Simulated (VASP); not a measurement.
## NiN (relaxed from the NiAs type structure, space group P6_3/mmc): computed properties

Method: PBE GGA, VASP's PBE PAW potentials (set 64) (plane waves; VASP).

```json
{
 "space_group": "P6_3/mmc (194)",
 "cell": "a = b = 2.812 Å, c = 4.854 Å, α = β = 90.00°, γ = 120.00°",
 "volume_per_atom": "8.31 Å^3/atom",
 "band gap (over mesh and band path)": "none (metal, semimetal or under 0.01 eV)",
 "cell_moment": "0.00 μB",
 "density": "7.26 g/cm³"
}
```

```cif
data_N2Ni2
_chemical_formula_sum 'Ni2 N2'
_space_group_name_H-M_alt 'P 1'
_space_group_IT_number 1
_cell_length_a 2.81178
_cell_length_b 2.81178
_cell_length_c 4.85433
_cell_angle_alpha 90.000
_cell_angle_beta 90.000
_cell_angle_gamma 120.000
loop_
_space_group_symop_operation_xyz
  'x, y, z'
loop_
_atom_site_label
_atom_site_type_symbol
_atom_site_fract_x
_atom_site_fract_y
_atom_site_fract_z
_atom_site_occupancy
Ni1 Ni 0.00000 0.00000 0.00000 1
Ni2 Ni 0.00000 0.00000 0.50000 1
N1 N 0.33333 0.66667 0.25000 1
N2 N 0.66667 0.33333 0.75000 1
```

The structure was generated: NiN was put into the NiAs type type (P6_3/mmc), which need not be its known phase. It was relaxed first, which changed the volume by -8 %. Symmetry was kept, so distortions that lower it aren't found.
